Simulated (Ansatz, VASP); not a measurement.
# Si3N4 in two plane-wave programs, part 2 of 2

One calculation is typed for both programs; each brings its own data sets. How far apart do they land? The cell is taken from a series of runs on this material, whose earlier steps may have relaxed, scaled, displaced or heated it; both programs get it as it stands.

VASP 6.6.1 and Ansatz 0.2.0.

So far: The structure; Ansatz: relaxation of cell and atoms, PBE.

**3. VASP: relaxation of cell and atoms, PBE**

Level of this step: PBE; plane waves and PAW (Si, N) (VASP).

The same cell, functional, mesh and smearing now go to VASP, with its own data sets.

Lines of VASP's logs that name or quote its potential files are left out, and so is its time.

INCAR reads:

```
SYSTEM = Si3N4
PREC = Accurate
ENCUT = 600
EDIFF = 1E-07
NELM = 120
ISMEAR = -1
SIGMA = 0.02
LREAL = .FALSE.
ALGO = Normal
GGA = PE
NBANDS = 46
LORBIT = 11
LWAVE = .FALSE.
LCHARG = .FALSE.
ISIF = 3
IBRION = 2
NSW = 80
EDIFFG = -0.005
LASPH = .TRUE.
GGA_COMPAT = .FALSE.
NELMIN = 4
EFERMI = MIDGAP
KPAR = 4
```

POSCAR reads:

```
Si3N4
1.0
    0.0000000000      3.8937180000      3.8937180000
    3.8937180000      0.0000000000      3.8937180000
    3.8937180000      3.8937180000      0.0000000000
Si N
6 8
Direct
    0.1249999358      0.1249999358      0.6249999358
    0.1249999358      0.6249999358      0.1249999358
    0.6249999358      0.1249999358      0.1249999358
    0.1249999358      0.1249999358      0.1249999358
    0.7500000000      0.7500000000      0.7500000000
    0.5000000000      0.5000000000      0.5000000000
    0.3675629565      0.3675629565      0.3675629565
    0.3526888696      0.8824370435      0.8824370435
    0.8824370435      0.8824370435      0.3526888696
    0.8824370435      0.3526888696      0.8824370435
    0.3675629565      0.3675629565      0.8973111304
    0.3675629565      0.8973111304      0.3675629565
    0.8824370435      0.8824370435      0.8824370435
    0.8973111304      0.3675629565      0.3675629565
```

KPOINTS reads:

```
Automatic mesh
0
Gamma
6 6 6
0 0 0
```

PAW data sets: Si and N (PBE family, release 64).

Launch:

```sh
mpirun -np 4 vasp_std
```

Numbers of over 12 decimals in the logs are rounded to 6 here.

Output:

```text
[banner, memory and clock lines left out]
running    4 mpi-ranks, on    1 nodes
 distrk:  each k-point on    1 cores,    4 groups
 distr:  one band on    1 cores,    1 groups

 POSCAR found type information on POSCAR SiN
 POSCAR found :  2 types and      14 ions
 LDA part: xc-table for (Slater+PW92), standard interpolation
 POSCAR, INCAR and KPOINTS ok, starting setup
 FFT: planning ... GRIDC
 FFT: planning ... GRID_SOFT
 FFT: planning ... GRID
 WAVECAR not read
 entering main loop
       N       E                     dE             d eps       ncg     rms          rms(c)
DAV:   1     0.279164414398E+03    0.27916E+03   -0.35017E+04  1472   0.148E+03
DAV:   2    -0.105342856662E+03   -0.38451E+03   -0.36410E+03  1842   0.312E+02
DAV:   3    -0.125229072650E+03   -0.19886E+02   -0.19741E+02  1920   0.737E+01
DAV:   4    -0.125458643898E+03   -0.22957E+00   -0.22881E+00  1848   0.841E+00
DAV:   5    -0.125462711953E+03   -0.40681E-02   -0.40639E-02  1820   0.102E+00    0.261E+01
DAV:   6    -0.112557116003E+03    0.12906E+02   -0.41828E+01  1780   0.277E+01    0.119E+01
DAV:   7    -0.112516617846E+03    0.40498E-01   -0.25445E+00  1920   0.743E+00    0.562E+00
DAV:   8    -0.112495326716E+03    0.21291E-01   -0.10416E-01  1788   0.164E+00    0.194E+00
DAV:   9    -0.112496247364E+03   -0.92065E-03   -0.19370E-02  1848   0.753E-01    0.295E-01
DAV:  10    -0.112496937044E+03   -0.68968E-03   -0.13923E-03  1772   0.177E-01    0.128E-01
DAV:  11    -0.112497074955E+03   -0.13791E-03   -0.51471E-04  1696   0.110E-01    0.351E-02
DAV:  12    -0.112497070512E+03    0.44435E-05   -0.18651E-05  1876   0.241E-02    0.146E-02
DAV:  13    -0.112497071234E+03   -0.72243E-06   -0.91887E-06  1720   0.131E-02    0.634E-03
DAV:  14    -0.112497071204E+03    0.30017E-07   -0.62315E-07  1804   0.352E-03
   1 F= -.11249707E+03 E0= -.11249707E+03  d E =-.112497E+03
 curvature:   0.00 expect dE= 0.000E+00 dE for cont linesearch  0.000E+00
 trial: gam= 0.00000 g(F)=  0.750E-05 g(S)=  0.860E-04 ort = 0.000E+00 (trialstep = 0.100E+01)
 search vector abs. value=  0.935E-04
 bond charge predicted
       N       E                     dE             d eps       ncg     rms          rms(c)
DAV:   1    -0.112497153666E+03   -0.82432E-04   -0.46640E-03  1774   0.351E-01    0.817E-02
DAV:   2    -0.112497061661E+03    0.92005E-04   -0.28379E-04  1750   0.772E-02    0.307E-02
DAV:   3    -0.112497054972E+03    0.66888E-05   -0.45510E-05  1792   0.302E-02    0.986E-03
DAV:   4    -0.112497053572E+03    0.13997E-05   -0.40269E-06  1718   0.862E-03    0.530E-03
DAV:   5    -0.112497053685E+03   -0.11302E-06   -0.58046E-07  1672   0.337E-03    0.208E-03
DAV:   6    -0.112497053791E+03   -0.10560E-06   -0.22595E-08   982   0.781E-04    0.120E-03
DAV:   7    -0.112497053989E+03   -0.19773E-06   -0.12423E-08   976   0.499E-04    0.124E-04
DAV:   8    -0.112497053978E+03    0.11223E-07   -0.12963E-09   946   0.270E-04
   2 F= -.11249705E+03 E0= -.11249705E+03  d E =0.172267E-04
 trial-energy change:    0.000017  1 .order    0.000018   -0.000094    0.000130
 step:   0.4256(harm=  0.4176)  dis= 0.00005  next Energy=  -112.497091 (dE=-0.200E-04)
 bond charge predicted
       N       E                     dE             d eps       ncg     rms          rms(c)
DAV:   1    -0.112497127739E+03   -0.73750E-04   -0.15416E-03  1764   0.201E-01    0.467E-02
DAV:   2    -0.112497095036E+03    0.32703E-04   -0.92947E-05  1738   0.442E-02    0.176E-02
DAV:   3    -0.112497092098E+03    0.29370E-05   -0.14921E-05  1774   0.173E-02    0.564E-03
DAV:   4    -0.112497091542E+03    0.55665E-06   -0.13259E-06  1710   0.495E-03    0.304E-03
DAV:   5    -0.112497091123E+03    0.41905E-06   -0.17848E-07  1086   0.193E-03    0.971E-04
DAV:   6    -0.112497091029E+03    0.93904E-07   -0.15651E-08   916   0.836E-04
   3 F= -.11249709E+03 E0= -.11249709E+03  d E =-.198247E-04
 curvature:  -0.21 expect dE=-0.101E-06 dE for cont linesearch -0.207E-07
 trial: gam= 0.00000 g(F)=  0.468E-06 g(S)=  0.160E-07 ort =-0.304E-05 (trialstep = 0.885E+00)
 search vector abs. value=  0.484E-06
 reached required accuracy - stopping structural energy minimisation
```

OUTCAR, selected parts (step 3):

```text
ion  position               nearest neighbor table
   1  0.125  0.125  0.625-  12 1.89  14 1.89  13 1.89   7 1.89  10 1.89   8 1.89   4 2.75   2 2.75
                             3 2.75   4 2.75   2 2.75   3 2.75
   2  0.125  0.625  0.125-  11 1.89  14 1.89  13 1.89   7 1.89   9 1.89   8 1.89   4 2.75   1 2.75
                             1 2.75   3 2.75   4 2.75   3 2.75
   3  0.625  0.125  0.125-  11 1.89  12 1.89  13 1.89   7 1.89  10 1.89   9 1.89   4 2.75   1 2.75
                             2 2.75   1 2.75   2 2.75   4 2.75
   4  0.125  0.125  0.125-   8 1.89   9 1.89  10 1.89  11 1.89  12 1.89  14 1.89   1 2.75   2 2.75
                             3 2.75   1 2.75   2 2.75   3 2.75
   5  0.750  0.750  0.750-   8 1.79   9 1.79  10 1.79  13 1.79
   6  0.500  0.500  0.500-  11 1.79  12 1.79  14 1.79   7 1.79
   7  0.368  0.368  0.368-   6 1.79   3 1.89   2 1.89   1 1.89
   8  0.353  0.882  0.882-   5 1.79   4 1.89   1 1.89   2 1.89
   9  0.882  0.882  0.353-   5 1.79   4 1.89   2 1.89   3 1.89
  10  0.882  0.353  0.882-   5 1.79   4 1.89   1 1.89   3 1.89
  11  0.368  0.368  0.897-   6 1.79   3 1.89   2 1.89   4 1.89
  12  0.368  0.897  0.368-   6 1.79   3 1.89   1 1.89   4 1.89
  13  0.882  0.882  0.882-   5 1.79   3 1.89   2 1.89   1 1.89
  14  0.897  0.368  0.368-   6 1.79   2 1.89   1 1.89   4 1.89

  LATTYP: Found a face centered cubic cell.
 ALAT       =     7.7874360000

 Subroutine GETGRP returns: Found 48 space group operations
 (whereof 24 operations were pure point group operations)

The static configuration has the point symmetry T_d .
 The point group associated with its full space group is O_h .

 Found     16 irreducible k-points:

   k-points           NKPTS =     16   k-points in BZ     NKDIM =     16   number of bands    NBANDS=     46

   dimension x,y,z NGX =    48 NGY =   48 NGZ =   48
   dimension x,y,z NGXF=    96 NGYF=   96 NGZF=   96

   ENCUT  =  600.0 eV  44.10 Ry    6.64 a.u.  11.00 11.00 11.00*2*pi/ulx,y,z

   NELECT =      64.0000    total number of electrons

 k-points in reciprocal lattice and weights: Automatic mesh
   0.00000000  0.00000000  0.00000000       0.005
   0.16666667  0.00000000  0.00000000       0.037
   0.33333333  0.00000000  0.00000000       0.037
   0.50000000  0.00000000  0.00000000       0.019
   0.16666667  0.16666667  0.00000000       0.028
   0.33333333  0.16666667  0.00000000       0.111
   0.50000000  0.16666667  0.00000000       0.111
  -0.33333333  0.16666667  0.00000000       0.111
  -0.16666667  0.16666667  0.00000000       0.056
[...]
-0.33333333  0.33333333  0.16666667       0.111
  -0.33333333  0.50000000  0.16666667       0.056

 average (electrostatic) potential at core
       1 -79.4267       2 -79.4267       3 -79.4267       4 -79.4267       5 -79.7624
       6 -79.7624       7 -57.8787       8 -57.8787       9 -57.8787      10 -57.8787
      11 -57.8787      12 -57.8787      13 -57.8787      14 -57.8787

 E-fermi :  10.7719

 k-point     1 :       0.0000    0.0000    0.0000
  band No.  band energies     occupation
    ...
     28       8.9469      2.00000
     29       8.9469      2.00000
     30       9.0633      2.00000
     31       9.0633      2.00000
     32       9.0633      2.00000
     33      12.4395      0.00000
     34      12.4395      0.00000
     35      12.4395      0.00000
     36      13.9883      0.00000
     37      15.0710      0.00000
    ...

 k-point     2 :       0.1667    0.0000    0.0000
  band No.  band energies     occupation
    ...
     28       8.7125      2.00000
     29       8.7125      2.00000
     30       8.8090      2.00000
     31       9.0221      2.00000
     32       9.0221      2.00000
     33      12.8323      0.00000
     34      12.9437      0.00000
     35      12.9437      0.00000
     36      14.4941      0.00000
     37      15.4569      0.00000
    ...

 k-point     3 :       0.3333    0.0000    0.0000
  band No.  band energies     occupation
    ...
     28       8.4949      2.00000
     29       8.5862      2.00000
     30       8.5862      2.00000
     31       8.8894      2.00000
     32       8.8894      2.00000
     33      13.5480      0.00000
     34      13.9906      0.00000
     35      13.9906      0.00000
     36      15.6105      0.00000
     37      15.7828      0.00000
    ...

  Total        0.0012421      0.0012421      0.0012421     -0.0000000     -0.0000000      0.0000000
  in kB        0.0168630      0.0168630      0.0168630     -0.0000000     -0.0000000      0.0000000
  external PRESSURE =       0.0168630 kB  Pullay stress =       0.0000000 kB

  energy-cutoff  :      600.00
  volume of cell :      118.02
      direct lattice vectors                 reciprocal lattice vectors
    -0.000000000  3.893197029  3.893197029    -0.128429154  0.128429154  0.128429154
     3.893197029  0.000000000  3.893197029     0.128429154 -0.128429154  0.128429154
     3.893197029  3.893197029 -0.000000000     0.128429154  0.128429154 -0.128429154

 POSITION                                       TOTAL-FORCE (eV/Angst)
 -----------------------------------------------------------------------------------
      2.91990      2.91990      0.97330        -0.000000     -0.000000     -0.000000
      2.91990      0.97330      2.91990        -0.000000     -0.000000     -0.000000
      0.97330      2.91990      2.91990        -0.000000     -0.000000     -0.000000
      0.97330      0.97330      0.97330        -0.000000      0.000000     -0.000000
      5.83980      5.83980      5.83980        -0.000000     -0.000000     -0.000000
      3.89320      3.89320      3.89320        -0.000000      0.000000     -0.000000
      2.86194      2.86194      2.86194         0.000636      0.000636      0.000636
      6.87105      4.80854      4.80854        -0.000636      0.000636      0.000636
      4.80854      4.80854      6.87105         0.000636      0.000636     -0.000636
      4.80854      6.87105      4.80854         0.000636     -0.000636      0.000636
      4.92446      4.92446      2.86194        -0.000636     -0.000636      0.000636
      4.92446      2.86194      4.92446        -0.000636      0.000636     -0.000636
      6.87105      6.87105      6.87105        -0.000636     -0.000636     -0.000636
      2.86194      4.92446      4.92446         0.000636     -0.000636     -0.000636
 -----------------------------------------------------------------------------------
    total drift:                               -0.001593     -0.001593     -0.001785

  FREE ENERGIE OF THE ION-ELECTRON SYSTEM (eV)
  ---------------------------------------------------
  free  energy   TOTEN  =      -112.4970910289 eV

  energy  without entropy=     -112.4970910289  energy(sigma->0) =     -112.49709103

 reached required accuracy - stopping structural energy minimisation

 total charge
# of ion       s       p       d       tot
------------------------------------------
    1        0.619   0.889   0.000   1.508
    2        0.619   0.889   0.000   1.508
    3        0.619   0.889   0.000   1.508
    4        0.619   0.889   0.000   1.508
    5        0.675   0.922   0.000   1.597
    6        0.675   0.922   0.000   1.597
    7        1.222   2.677   0.000   3.899
    8        1.222   2.677   0.000   3.899
    9        1.222   2.677   0.000   3.899
   10        1.222   2.677   0.000   3.899
   11        1.222   2.677   0.000   3.899
   12        1.222   2.677   0.000   3.899
   13        1.222   2.677   0.000   3.899
   14        1.222   2.677   0.000   3.899
--------------------------------------------------
tot         13.600  26.817   0.000  40.418

[... 3 further parts left out ...]
```

CONTCAR:

```
Si3N4
   1.00000000000000
    -0.0000000000000000    3.8931970285374571    3.8931970285374571
     3.8931970285374571    0.0000000000000000    3.8931970285374571
     3.8931970285374571    3.8931970285374571   -0.0000000000000000
  Si              N
     6     8
Direct
     0.1249999357999982    0.1249999357999982    0.6249999357999982
     0.1249999357999982    0.6249999357999982    0.1249999357999982
     0.6249999357999982    0.1249999357999982    0.1249999357999982
     0.1249999357999982    0.1249999357999982    0.1249999357999982
     0.7500000000000000    0.7500000000000000    0.7500000000000000
     0.5000000000000000    0.5000000000000000    0.5000000000000000
     0.3675562485455331    0.3675562485455331    0.3675562485455331
     0.3526687457365940    0.8824437514544670    0.8824437514544670
     0.8824437514544670    0.8824437514544670    0.3526687457365940
     0.8824437514544670    0.3526687457365940    0.8824437514544670
     0.3675562485455331    0.3675562485455331    0.8973312542634061
     0.3675562485455331    0.8973312542634061    0.3675562485455331
     0.8824437514544670    0.8824437514544670    0.8824437514544670
     0.8973312542634061    0.3675562485455331    0.3675562485455331
```

The run keeps the 48 symmetry operations of its start, so it cannot find a distortion of lower symmetry.

**4. Differences**

Known differences besides the potentials themselves: the cutoff is 420 eV in Ansatz and 600 eV in VASP; Ansatz adds a Pulay correction to the stress that steers its cell, VASP none. Total energies have different zeros and are not compared.

Both answers:

```csv
quantity,Ansatz,VASP,difference
volume (Å³),118.15,118.02,+0.11 %
"edge a after relaxation, in the typed setting (Å)",5.508,5.506,+0.04 %
```

**5. What came out**

| Item | Value |
| --- | --- |
| difference in volume (relaxation of cell and atoms, PBE) | 0.11 % |

The difference in volume is 0.11 % (relaxation of cell and atoms, PBE), within the 1.2 % picked in this series as the mark of a large difference, as far as the stopping tolerances let one tell. Such differences can come from data sets, numerical settings and the points named under the comparisons, not from the functional's error against experiment.

[Lines on the potential files, build, host, timing and source positions are cut from VASP's logs without a mark.]

[Logs are printed without paths, hosts, clocks, repeated set-up lines and the standing remarks that a program may print on its own settings, such as how far it seeks lower states.]

[Hosts, paths, dates, database ids (printed as entryN), source tags and the programs' standing remarks are cut or masked in the printed files.]
